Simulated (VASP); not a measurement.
```xyz
5
Lattice="5.0917 0.0000 0.0000 -2.5459 4.4096 0.0000 0.0000 0.0000 5.2023" Properties=species:S:1:pos:R:3 pbc="T T T"
K      0.0000     2.9397     4.0237
K      2.5459     1.4699     1.1786
Pt    -2.5459     4.4096     2.6011
C      0.0000     0.0000     4.5661
C      0.0000     0.0000     0.6362
```

All values below come from PBEsol GGA, VASP's PBE PAW potentials (set 64) (plane waves; VASP 6.6.1). Run with 520 eV cut-off, 6×6×5 Γ-centred mesh, tetrahedra with Blöchl corrections, potentials K_sv Pt C.

**Question.** What does the run give for the energy per atom (σ→0)?

**Answer.** 
* **energy per atom (σ→0)**: -5.735 eV/atom

The structure comes from a computed database's K2PtC2 entry (P-3m1); how it stands against other phases isn't given here. It was relaxed first.
